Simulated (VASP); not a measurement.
# Al2SiF2 (P1) in VASP: relaxation of cell and atoms with PBE

Aim: the relaxation of cell and atoms of Al2SiF2 with PBE.

Everything below comes from runs of VASP 6.6.1. Logs are shortened: lines on timing, memory, paths and dates and some standing lists are left out, and cuts for length are marked.

**1. Starting point**

The typed cell holds 10 atoms: a = 5.033 Å, b = 5.215 Å, c = 6.968 Å, α = 89.36°, β = 72.06°, γ = 77.87°.

The cell was built by a generator and needn't be a form met in nature.

**2. Relaxation of cell and atoms, PBE**

Input file INCAR:

```
SYSTEM = Al2SiF2
ALGO = Normal
EDIFF = 1E-6
EDIFFG = -0.01
ENCUT = 520
GGA = PE
IBRION = 2
ISIF = 3
ISMEAR = 0
KPAR = 8
LASPH = .TRUE.
LCHARG = .FALSE.
LREAL = .FALSE.
LWAVE = .FALSE.
NELM = 120
NSW = 90
PREC = Accurate
SIGMA = 0.1
```

Input file KPOINTS:

```
k-points
0
G
  6 6 6
  0 0 0
```

Input file POSCAR:

```
Al2SiF2
1.0
    5.0325971000      0.0000000000      0.0000000000
    1.0958307800      5.0988975500      0.0000000000
    2.1467459800     -0.3821467000      6.6180330000
Al Si F
4 2 4
Direct
    0.3412550900      0.7369873300      0.8069893800
    0.8138477400      0.1793929300      0.6939863400
    0.6748976000      0.7595116000      0.1723856500
    0.0928197100      0.2604027100      0.3125210000
    0.9464052400      0.0866918000      0.0256499700
    0.5017724100      0.4134819100      0.0440833400
    0.6170094900      0.9161666400      0.6892707000
    0.2658598500      0.5799921800      0.6231182600
    0.3601102100      0.9546893700      0.3477417000
    0.8562272800      0.6038837200      0.3413478300
```

Potentials or basis: VASP PAW PBE potentials, release 64 (Al, Si, F).

On the command line:

```sh
$ cat potpaw_PBE.64/Al/POTCAR potpaw_PBE.64/Si/POTCAR potpaw_PBE.64/F/POTCAR > POTCAR
$ mpirun -np 8 vasp_std > vasp.out
```

OUTCAR:

```text
SYSTEM = Al2SiF2
   EDIFF = 1E-6
   EDIFFG = -0.01
   ENCUT = 520
   GGA = PE
   IBRION = 2
   ISIF = 3
   ISMEAR = 0
   LASPH = .TRUE.
   LREAL = .FALSE.
   NELM = 120
   NSW = 90
   PREC = Accurate

 ion  position               nearest neighbor table
   1  0.341  0.737  0.807-   8 1.71   7 1.82   5 2.50   6 2.53   2 3.27
   2  0.814  0.179  0.694-   7 1.86   6 2.61   5 2.61   4 2.67   1 3.27
   3  0.675  0.760  0.172-   9 1.79  10 1.79   5 2.43   6 2.45   4 3.33
   4  0.093  0.260  0.313-  10 1.91   9 1.92   5 2.57   6 2.58   2 2.67   3 3.33
   5  0.946  0.087  0.026-   3 2.43   6 2.48   1 2.50   4 2.57   2 2.61
   6  0.502  0.413  0.044-   3 2.45   5 2.48   1 2.53   4 2.58   2 2.61
   7  0.617  0.916  0.689-   1 1.82   2 1.86
   8  0.266  0.580  0.623-   1 1.71
   9  0.360  0.955  0.348-   3 1.79   4 1.92
  10  0.856  0.604  0.341-   3 1.79   4 1.91

  LATTYP: Found a triclinic cell.
 ALAT       =     5.0325971000
 B/A-ratio  =     1.3845718332
 C/A-ratio  =     1.0363086095
 COS(alpha) =     0.0111155676
 COS(beta)  =     0.2101175004
 COS(gamma) =     0.3080867373

  Lattice vectors:

 A1 = (  -5.0325971000,   0.0000000000,   0.0000000000)
 A2 = (  -2.1467459800,   0.3821467000,  -6.6180330000)
 A3 = (  -1.0958307800,  -5.0988975500,   0.0000000000)

Analysis of symmetry for initial positions (statically):
=====================================================================
 Subroutine PRICEL returns:
 Original cell was already a primitive cell.

 Routine SETGRP: Setting up the symmetry group for a
 triclinic supercell.

 Subroutine GETGRP returns: Found  1 space group operations
 (whereof  1 operations were pure point group operations)
 out of a pool of  2 trial point group operations.

The static configuration has the point symmetry C_1 .

Analysis of symmetry for dynamics (positions and initial velocities):
=====================================================================
 Subroutine PRICEL returns:
 Original cell was already a primitive cell.

 Routine SETGRP: Setting up the symmetry group for a
 triclinic supercell.

 Subroutine GETGRP returns: Found  1 space group operations
 (whereof  1 operations were pure point group operations)
 out of a pool of  2 trial point group operations.

The dynamic configuration has the point symmetry C_1 .

 Subroutine INISYM returns: Found  1 space group operations
 (whereof  1 operations are pure point group operations),
 and found     1 'primitive' translations

----------------------------------------------------------------------------------------

                                     Primitive cell

  volume of cell :     169.8233

[... 125 lines left out ...]
  volume/ion in A,a.u.               =      16.98       114.60
  Fermi-wavevector in a.u.,A,eV,Ry     =   1.074376  2.030275 15.704971  1.154283
  Thomas-Fermi vector in A             =   2.210202
   LORBIT       =      0    0 simple, 1 ext, 2 COOP (PROOUT), +10 PAW based schemes
   GGA     = PE    functional components
   LHFCALC =     F    Hartree Fock is set to
   AEXX    =    0.0000 exact exchange contribution
   IVDW    =     0    specifies the selected vdW correction
   LEPSILON=     F    determine dielectric tensor
   LRPA    =     F    only Hartree local field effects (RPA)
 conjugate gradient relaxation of ions
 non-spin polarized calculation
 Gauss-broadening in eV      SIGMA  =   0.10
  energy-cutoff  :      520.00
  volume of cell :      169.82
 maximum number of plane-waves:      4598
 NGX is ok and might be reduce to    40
   NGX = 19   NGY = 19   NGZ = 25

--------------------------------------- Ionic step        1  -------------------------------------------

 number of electron      47.9999987 magnetization

 Free energy of the ion-electron system (eV)
  ---------------------------------------------------
  ext. energy  EPLUGINS =         0.00000000
  ---------------------------------------------------
  free energy    TOTEN  =       -48.29468457 eV

  energy without entropy =      -48.27999083  energy(sigma->0) =      -48.28733770

------------------------ aborting loop because EDIFF is reached ----------------------------------------

  FORCE on cell =-STRESS in cart. coord.  units (eV):
  Direction    XX          YY          ZZ          XY          YZ          ZX
  --------------------------------------------------------------------------------------
  -------------------------------------------------------------------------------------
  Total        1.0057301      0.6689886      0.0146143      0.7897284     -0.1525097     -0.2476043
  in kB        9.4884368      6.3114901      0.1378770      7.4505949     -1.4388343     -2.3359920
  external PRESSURE =       5.3126013 kB  Pullay stress =       0.0000000 kB
[... 113 lines left out ...]
  FREE ENERGIE OF THE ION-ELECTRON SYSTEM (eV)
  ---------------------------------------------------
  free  energy   TOTEN  =       -48.3022923426 eV

  energy  without entropy=      -48.2878739011  energy(sigma->0) =      -48.29508312

 E-fermi :   4.3047     XC(G=0):  -8.9248

 val. band max:        4.2994143392   @ k =  -0.3333   0.1667   0.3333
 cond. band min:       4.3146583583   @ k =  -0.3333   0.1667   0.1667
 fundamental gap:      0.0152440192
 Fermi energy:         4.3047408595

 k-point     1 :       0.0000    0.0000    0.0000
  band No.  band energies     occupation
      1     -21.7613      2.00000
      2     -21.5254      2.00000
      3     -21.3302      2.00000
      4     -19.9779      2.00000
      5      -5.7039      2.00000
      6      -5.2774      2.00000
[... 781 lines left out ...]
     29       7.9649      0.00000
     30       8.4536      0.00000

 [... further k-points ...]

[... ionic steps 4 to 34 ...]

--------------------------------------- Ionic step       35  -------------------------------------------

 number of electron      47.9999990 magnetization

------------------------ aborting loop because EDIFF is reached ----------------------------------------
[... 83 lines left out ...]
--------------------------------------- Ionic step       37  -------------------------------------------

 number of electron      47.9999988 magnetization

 Free energy of the ion-electron system (eV)
  ---------------------------------------------------
  ext. energy  EPLUGINS =         0.00000000
  ---------------------------------------------------
  free energy    TOTEN  =       -48.32894991 eV

  energy without entropy =      -48.32382488  energy(sigma->0) =      -48.32638739

 E-fermi :   4.3067     XC(G=0):  -8.9035

 val. band max:        4.3023049681   @ k =   0.5000   0.0000   0.3333
 cond. band min:       4.3080160315   @ k =   0.5000   0.0000   0.1667
 fundamental gap:      0.0057110634
 Fermi energy:         4.3067305915

 k-point     1 :       0.0000    0.0000    0.0000
  band No.  band energies     occupation
      1     -21.8370      2.00000
      2     -21.5859      2.00000
      3     -21.3850      2.00000
      4     -19.9519      2.00000
      5      -5.7169      2.00000
      6      -5.3489      2.00000
[... 820 lines left out ...]
  FREE ENERGIE OF THE ION-ELECTRON SYSTEM (eV)
  ---------------------------------------------------
  free  energy   TOTEN  =       -48.3289499106 eV

  energy  without entropy=      -48.3238248768  energy(sigma->0) =      -48.32638739

 reached required accuracy - stopping structural energy minimisation
```

Run time: 28 min. Hardware: 8 MPI ranks of Intel Xeon Platinum 8488C (Sapphire Rapids), shared host; peak memory 0.66 GiB.

Results:

* Free energy: -48.3289 eV
* Relaxed volume: 17.26 Å³/atom
* Relaxed cell: a = 5.147 Å, b = 5.280 Å, c = 6.901 Å, α = 89.27°, β = 72.35°, γ = 75.52°
* Space group after relaxing (to 0.05 Å): P1 (No. 1)
* Energy gained by relaxing: 3.4 meV/atom
* Ionic steps: 37
* Pressure after relaxing: 0.0 GPa
* Largest force after relaxing: 0.009 eV/Å
* Band gap on the k mesh: none (metal or under the smearing width)

Forces on the atoms (eV/Å):
```
Al  -0.007 -0.005  0.002
Al  -0.001  0.004 -0.004
Al  -0.003  0.002  0.001
Al  -0.006 -0.002  0.003
Si   0.002  0.004 -0.003
Si   0.007  0.001 -0.001
F   -0.004 -0.002 -0.001
F    0.009 -0.001 -0.002
F    0.001 -0.001  0.004
F    0.001  0.000  0.002
```

Step by step:
```tsv
step	energy change (eV)	largest force (eV/Å)	pressure (GPa)	volume (Å³)
1	0.0000	0.0658	0.53	169.82
2	-0.0076	0.1511	-0.10	171.21
3	-0.0076	0.1649	-0.15	171.31
4	-0.0120	0.1532	-0.05	171.44
5	-0.0143	0.3488	0.10	171.64
6	-0.0160	0.3087	0.09	171.71
7	-0.0203	0.2132	0.04	171.95
8	-0.0234	0.1603	-0.04	172.40
9	-0.0235	0.1606	-0.04	172.35
10	-0.0249	0.1367	-0.04	172.34
11	-0.0277	0.0968	-0.05	172.32
12	-0.0266	0.2015	-0.07	172.28
13	-0.0283	0.1290	-0.06	172.31
14	-0.0293	0.0688	0.04	172.20
15	-0.0295	0.0831	0.08	172.15
16	-0.0302	0.0604	0.03	172.24
17	-0.0305	0.0584	-0.01	172.32
18	-0.0312	0.0475	-0.02	172.35
19	-0.0318	0.0970	-0.02	172.43
20	-0.0323	0.0784	0.00	172.43
21	-0.0329	0.0461	0.03	172.44
22	-0.0330	0.0518	0.03	172.44
23	-0.0332	0.0414	0.03	172.51
24	-0.0334	0.0458	0.01	172.59
25	-0.0332	0.1022	-0.03	172.74
26	-0.0335	0.0551	0.00	172.63
27	-0.0337	0.0250	-0.04	172.68
28	-0.0337	0.0290	-0.06	172.71
29	-0.0339	0.0164	-0.03	172.63
30	-0.0340	0.0182	0.00	172.55
31	-0.0339	0.0451	0.08	172.41
32	-0.0340	0.0248	0.03	172.52
33	-0.0341	0.0143	0.03	172.50
34	-0.0341	0.0257	0.02	172.50
35	-0.0342	0.0150	0.01	172.55
36	-0.0342	0.0254	-0.01	172.59
37	-0.0343	0.0090	-0.03	172.62
```

Final structure:
```cif
data_structure
_symmetry_space_group_name_H-M 'P 1'
_symmetry_Int_Tables_number 1
_cell_length_a 5.1474
_cell_length_b 5.2795
_cell_length_c 6.9008
_cell_angle_alpha 89.272
_cell_angle_beta 72.349
_cell_angle_gamma 75.519
_cell_volume 172.62
loop_
_atom_site_label
_atom_site_type_symbol
_atom_site_fract_x
_atom_site_fract_y
_atom_site_fract_z
_atom_site_occupancy
Al1 Al 0.34694 0.73997 0.80198 1
Al2 Al 0.80492 0.17672 0.69296 1
Al3 Al 0.67440 0.75643 0.17109 1
Al4 Al 0.09269 0.25760 0.30918 1
Si1 Si 0.93775 0.07649 0.03090 1
Si2 Si 0.49893 0.41634 0.04979 1
F1 F 0.60993 0.92152 0.69401 1
F2 F 0.28308 0.58112 0.61423 1
F3 F 0.36582 0.96287 0.34966 1
F4 F 0.85574 0.60215 0.34330 1
```

Levels at points of the mesh, in eV from the Fermi level:
```csv
k point,band 20,band 21,band 22,band 23,band 24,band 25,band 26,band 27,band 28,band 29
"(0.00, 0.00, 0.00)",-3.78,-2.91,-2.38,-1.56,-1.33,1.35,1.54,2.65,2.93,3.33
"(0.50, 0.00, 0.00)",-3.30,-2.29,-2.23,-1.72,-1.29,0.00,1.71,2.68,3.32,3.81
"(0.00, 0.50, 0.00)",-2.82,-2.71,-2.05,-1.71,-1.34,0.15,1.85,2.73,3.08,3.88
"(0.50, 0.50, 0.00)",-4.04,-3.54,-2.04,-1.32,0.28,1.60,2.02,2.27,3.29,3.44
"(0.00, 0.00, 0.50)",-3.84,-2.63,-1.62,-1.43,-0.74,0.79,1.50,1.55,2.79,2.91
"(0.50, 0.00, 0.50)",-3.17,-2.42,-2.11,-1.71,-1.00,-0.01,1.73,2.61,3.20,3.80
"(0.00, 0.50, 0.50)",-2.88,-2.31,-2.15,-1.67,-0.94,0.11,1.39,2.61,3.28,3.79
"(0.50, 0.50, 0.50)",-4.03,-3.50,-1.85,-1.17,0.20,1.22,1.91,2.40,3.17,3.51
```
